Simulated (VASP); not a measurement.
**YNb: equation of state with PBE**

The system is YNb.

```
Y Nb
1.0
     3.61141    0.00000    0.00000
     0.00000    3.61141    0.00000
     0.00000    0.00000    3.61141
Y Nb
1 1
Cartesian
  0.0000 0.0000 0.0000
  1.8057 1.8057 1.8057
```

The cell was built by a generator and needn't be a form met in nature.

- Program: VASP 6.6.1
- Task: equation of state
- Functional: PBE
- Potentials or basis: VASP PAW PBE potentials, release 64 (Y_sv, Nb_sv)
- Cutoff: 520 eV
- k mesh: 7 × 7 × 7
- Occupations: fermi-dirac, width 0.05 eV
- Spin: no spin polarisation
- Further INCAR settings: ALGO = Normal; EDIFF = 1e-07; NBANDS = 19

| Item | Value |
| --- | --- |
| Equilibrium volume | 23.53 Å³/atom |
| Bulk modulus | 76 GPa |
| Pressure derivative of the bulk modulus | 3.2 |

Energy against volume, from the lowest point:
```tsv
volume (Å³/atom)	energy (meV/atom)
22.137	21.23
22.608	9.02
23.080	2.10
23.551	0.00
24.022	2.33
24.493	8.74
24.964	18.92
```

All runs of the series together: 4.3 min on 1 thread of AMD EPYC 7R43 64-Core Processor (Zen 3), with other jobs on the host.
